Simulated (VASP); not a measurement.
# BCl3 in VASP: a series of runs

The runs below take BCl3 through relaxation of the atoms, single point, with PBE+D3(BJ), PBE, RPBE, RPBE+D3(BJ), optB86b-vdW.

Program: VASP 6.6.1. These are calculated values, not measurements. Logs are shortened: lines on timing, memory, paths and dates and some standing lists are left out, and cuts for length are marked.

**1. Starting point**

The cell holds a molecule in a box, 4 atoms: a = 13.134 Å, b = 13.634 Å, c = 14.134 Å, α = 90.00°, β = 90.00°, γ = 90.00°.

**2. Relaxation of the atoms, PBE+D3(BJ)**

INCAR

```
SYSTEM = BCl3
ALGO = Fast
EDIFF = 1E-6
EDIFFG = -0.03
ENCUT = 400
GGA = PE
IBRION = 2
ISIF = 2
ISMEAR = 0
ISYM = 0
IVDW = 12
LASPH = .True.
LCHARG = .False.
LREAL = .False.
LWAVE = .False.
NELM = 80
NSW = 120
PREC = Accurate
SIGMA = 0.01
```

KPOINTS

```
k-points
0
Gamma
  1 1 1
  0 0 0
```

POSCAR

```
BCl3
1.0
   13.1339316568      0.0000000000      0.0000000000
    0.0000000000     13.6339316568      0.0000000000
    0.0000000000      0.0000000000     14.1339316568
B Cl
1 3
Selective dynamics
Direct
    0.4999793355      0.5036805274      0.5000060168  F F F
    0.4226026078      0.4147718189      0.4515910575  T T T
    0.5348145414      0.4967243283      0.6173790628  T T T
    0.5426035153      0.5994926083      0.4310238630  T T T
```

Potentials or basis: VASP PAW PBE potentials, release 64 (B, Cl).

The run is started by

```console
$ cat potpaw_PBE.64/B/POTCAR potpaw_PBE.64/Cl/POTCAR > POTCAR
$ mpirun -np 4 vasp_gam > vasp.out
```

OUTCAR:

```text
SYSTEM = BCl3
   EDIFF = 1E-6
   EDIFFG = -0.03
   ENCUT = 400
   GGA = PE
   IBRION = 2
   ISIF = 2
   ISMEAR = 0
   ISYM = 0
   IVDW = 12
   LASPH = .True.
   LREAL = .False.
   NELM = 80
   NSW = 120
   PREC = Accurate
 IVDW          = 12

 ion  position               nearest neighbor table
   1  0.500  0.504  0.500-   2 1.72   3 1.72   4 1.72
   2  0.423  0.415  0.452-   1 1.72
   3  0.535  0.497  0.617-   1 1.72
   4  0.543  0.599  0.431-   1 1.72

IMPORTANT INFORMATION: All symmetrisations will be switched off!
NOSYMM: (Re-)initialisation of all symmetry stuff for point group C_1.

----------------------------------------------------------------------------------------

                                     Primitive cell

  volume of cell :    2530.9225

  direct lattice vectors                    reciprocal lattice vectors
    13.133931657  0.000000000  0.000000000     0.076138663  0.000000000  0.000000000
     0.000000000 13.633931657  0.000000000     0.000000000  0.073346414  0.000000000
     0.000000000  0.000000000 14.133931657     0.000000000  0.000000000  0.070751722

  length of vectors
    13.133931657 13.633931657 14.133931657     0.076138663  0.073346414  0.070751722

  position of ions in fractional coordinates (direct lattice)
     0.499979336  0.503680527  0.500006017
     0.422602608  0.414771819  0.451591058
     0.534814541  0.496724328  0.617379063
     0.542603515  0.599492608  0.431023863

  ion indices of the primitive-cell ions
   primitive index   ion index
                 1           1
                 2           2
                 3           3
                 4           4

----------------------------------------------------------------------------------------

 KPOINTS: k-points

Automatic generation of k-mesh.
 Grid dimensions read from file:
 generate k-points for:    1    1    1

 Generating k-lattice:

  Cartesian coordinates                     Fractional coordinates (reciprocal lattice)
     0.076138663  0.000000000  0.000000000     1.000000000  0.000000000  0.000000000
     0.000000000  0.073346414  0.000000000     0.000000000  1.000000000  0.000000000
     0.000000000  0.000000000  0.070751722     0.000000000  0.000000000  1.000000000

  Length of vectors
     0.076138663  0.073346414  0.070751722

  Shift w.r.t. Gamma in fractional coordinates (k-lattice)
     0.000000000  0.000000000  0.000000000

 Subroutine IBZKPT returns following result:
 ===========================================

 Found      1 irreducible k-points:

 Following reciprocal coordinates:
            Coordinates               Weight
  0.000000  0.000000  0.000000      1.000000
   k-points           NKPTS =      1   k-points in BZ     NKDIM =      1   number of bands    NBANDS=     16
   number of dos      NEDOS =    301   number of ions     NIONS =      4
   total plane-waves  NPLWV = 777600
   dimension x,y,z NGX =    90 NGY =   90 NGZ =   96
   dimension x,y,z NGXF=   180 NGYF=  180 NGZF=  192
   ions per type =               1   3
   NGX,Y,Z   is equivalent  to a cutoff of  11.39, 10.97, 11.29 a.u.
   NGXF,Y,Z  is equivalent  to a cutoff of  22.78, 21.95, 22.58 a.u.
 SYSTEM =  BCl3
   PREC   = accura    normal or accurate (medium, high low for compatibility)
   ISTART =      0    job   : 0-new  1-cont  2-samecut
   ICHARG =      2    charge: 1-file 2-atom 10-const
   ISPIN  =      1    spin polarized calculation?
   LNONCOLLINEAR =      F non collinear calculations
   LSORBIT =      F    spin-orbit coupling
   LASPH  =      T    aspherical Exc in radial PAW
   ENCUT  =  400.0 eV  29.40 Ry    5.42 a.u.  21.42 22.23 23.05*2*pi/ulx,y,z
   NELM   =     80;   NELMIN=  2; NELMDL= -5     # of ELM steps
   EDIFF  = 0.1E-05   stopping-criterion for ELM
   LREAL  =      F    real-space projection
   EDIFFG = -.3E-01   stopping-criterion for IOM
   NSW    =    120    number of steps for IOM
   IBRION =      2    ionic relax: 0-MD 1-quasi-New 2-CG
   NFREE  =      1    steps in history (QN), initial steepest desc. (CG)
   ISIF   =      2    stress and relaxation
   ISYM   =      0    0-nonsym 1-usesym 2-fastsym
   POTIM  = 0.5000    time-step for ionic-motion
   TEBEG  =    0.0;   TEEND  =   0.0 temperature during run
   PSTRESS=    0.0 pullay stress
   NELECT =      24.0000    total number of electrons
   NUPDOWN=      -1.0000    fix difference up-down
   EMIN   =  10.00;   EMAX   =-10.00  energy-range for DOS
   EFERMI =   0.00;   METHOD = LEGACY
   ISMEAR =     0;   SIGMA  =   0.01  broadening in eV -4-tet -1-fermi 0-gaus
   EFERMI_NEDOS =   21; number of points for ismear=-14 and -15
   IALGO  =     68    algorithm
   IMIX   =      4    mixing-type and parameters
     AMIX     =   0.40;   BMIX     =  1.00
     AMIX_MAG =   1.60;   BMIX_MAG =  1.00
  volume/ion in A,a.u.               =     632.73      4269.88
  Fermi-wavevector in a.u.,A,eV,Ry     =   0.346513  0.654814  1.633664  0.120071
  Thomas-Fermi vector in A             =   1.255201
   LORBIT       =      0    0 simple, 1 ext, 2 COOP (PROOUT), +10 PAW based schemes
   GGA     = PE    functional components
   LHFCALC =     F    Hartree Fock is set to
   AEXX    =    0.0000 exact exchange contribution
   IVDW    =    12    specifies the selected vdW correction
   LEPSILON=     F    determine dielectric tensor
   LRPA    =     F    only Hartree local field effects (RPA)
 conjugate gradient relaxation of ions
 non-spin polarized calculation
 RMM-DIIS sequential band-by-band and
 Gauss-broadening in eV      SIGMA  =   0.01
  energy-cutoff  :      400.00
  volume of cell :     2530.92
 maximum number of plane-waves:     23007
 NGX is ok and might be reduce to    90
   NGX = 43   NGY = 45   NGZ = 47

--------------------------------------- Ionic step        1  -------------------------------------------

 number of electron      23.9999999 magnetization

 Free energy of the ion-electron system (eV)
  ---------------------------------------------------
  ext. energy  EPLUGINS =         0.00000000
  ---------------------------------------------------
  free energy    TOTEN  =       -16.06526124 eV

  energy without entropy =      -16.06526124  energy(sigma->0) =      -16.06526124

------------------------ aborting loop because EDIFF is reached ----------------------------------------

 Edisp (eV)   -0.12362

 E8    (eV) :    -0.0489

  FORCE on cell =-STRESS in cart. coord.  units (eV):
  Direction    XX          YY          ZZ          XY          YZ          ZX
  --------------------------------------------------------------------------------------
  -------------------------------------------------------------------------------------
  Total       0.49192     1.05441     1.39257     0.66255    -0.20764     0.31318
  in kB       0.31140     0.66748     0.88155     0.41942    -0.13144     0.19825
  external pressure =        0.62 kB  Pullay stress =        0.00 kB

 VOLUME and BASIS-vectors are now :
 -----------------------------------------------------------------------------
  energy-cutoff  :      400.00
  volume of cell :     2530.92
      direct lattice vectors                 reciprocal lattice vectors
    13.133931657  0.000000000  0.000000000     0.076138663  0.000000000  0.000000000
     0.000000000 13.633931657  0.000000000     0.000000000  0.073346414  0.000000000
     0.000000000  0.000000000 14.133931657     0.000000000  0.000000000  0.070751722
[... 43 lines left out ...]
 POSITION                                       TOTAL-FORCE (eV/Angst)
 -----------------------------------------------------------------------------------
      6.56669      6.86715      7.06705         0.002090     -0.001863     -0.000793
      5.53337      5.63470      6.37131         0.131286      0.158016      0.088987
      7.03181      6.77076      8.75374        -0.060277      0.012634     -0.214768
      7.13586      8.19534      6.07576        -0.073099     -0.168787      0.126574
 -----------------------------------------------------------------------------------
    total drift:                                0.000636      0.000673      0.001197

  FREE ENERGIE OF THE ION-ELECTRON SYSTEM (eV)
  ---------------------------------------------------
  free  energy   TOTEN  =       -16.2042105887 eV

  energy  without entropy=      -16.2042105887  energy(sigma->0) =      -16.20421059

--------------------------------------- Ionic step        3  -------------------------------------------

 number of electron      23.9999999 magnetization

 Free energy of the ion-electron system (eV)
  ---------------------------------------------------
  ext. energy  EPLUGINS =         0.00000000
  ---------------------------------------------------
  free energy    TOTEN  =       -16.08433079 eV

  energy without entropy =      -16.08433079  energy(sigma->0) =      -16.08433079

 E-fermi :  -7.3460     XC(G=0):  -0.6069

 val. band max:       -7.4443576768   @ k =   0.0000   0.0000   0.0000
 cond. band min:      -2.4600164224   @ k =   0.0000   0.0000   0.0000
 fundamental gap:      4.9843412544
 Fermi energy:        -7.3459898002

 k-point     1 :       0.0000    0.0000    0.0000
  band No.  band energies     occupation
      1     -22.1899      2.00000
      2     -20.9885      2.00000
      3     -20.9882      2.00000
      4     -12.9504      2.00000
      5     -11.0682      2.00000
      6     -11.0679      2.00000
[... 8 lines left out ...]
     15       0.3064      0.00000
     16       0.4755      0.00000

------------------------ aborting loop because EDIFF is reached ----------------------------------------
[... 22 lines left out ...]
 POSITION                                       TOTAL-FORCE (eV/Angst)
 -----------------------------------------------------------------------------------
      6.56669      6.86715      7.06705         0.002227     -0.001857     -0.000475
      5.53827      5.64052      6.37459        -0.001236      0.000054     -0.000286
      7.02963      6.77120      8.74578        -0.000812      0.000442      0.001119
      7.13318      8.18905      6.08044        -0.000180      0.001361     -0.000358
 -----------------------------------------------------------------------------------
    total drift:                                0.000461      0.000663      0.000775

  FREE ENERGIE OF THE ION-ELECTRON SYSTEM (eV)
  ---------------------------------------------------
  free  energy   TOTEN  =       -16.2070026441 eV

  energy  without entropy=      -16.2070026441  energy(sigma->0) =      -16.20700264

 reached required accuracy - stopping structural energy minimisation
```

It took 42 s on 4 MPI ranks of AMD EPYC 9R45 (Zen 5), shared host; peak memory 0.49 GiB.

Results:

```yaml
Free_energy: -16.2070 eV
Energy_gained_by_relaxing: 4.5 meV/atom
Ionic_steps: 3
Gap_between_the_frontier_levels: 4.98 eV
Dispersion_energy_per_atom: -0.031 eV
```

The path:
| step | energy change (eV) | largest force (eV/Å) | pressure (GPa) |
| --- | --- | --- | --- |
| 1 | 0.0000 | 0.5983 | 0.06 |
| 2 | -0.0153 | 0.2239 | -0.03 |
| 3 | -0.0181 | 0.0029 | 0.00 |

Final structure:
```yaml
crystal:
  lattice:
    - [13.13393, 0.00000, 0.00000]
    - [0.00000, 13.63393, 0.00000]
    - [0.00000, 0.00000, 14.13393]
  atoms:
    - { symbol: B, position: [0.49998, 0.50368, 0.50001] }
    - { symbol: Cl, position: [0.42168, 0.41371, 0.45101] }
    - { symbol: Cl, position: [0.53523, 0.49664, 0.61878] }
    - { symbol: Cl, position: [0.54311, 0.60064, 0.43020] }
```

Levels at points of the mesh, in eV from the valence-band top:
| k point | band 9 | band 10 | band 11 | band 12 | band 13 | band 14 | band 15 | band 16 |
| --- | --- | --- | --- | --- | --- | --- | --- | --- |
| (0.00, 0.00, 0.00) | -0.88 | -0.79 | -0.79 | 0.00 | 4.98 | 6.88 | 7.75 | 7.92 |

PBE gaps usually lie below the measured ones, often by a third to a half.

[end of part 1 of 2]
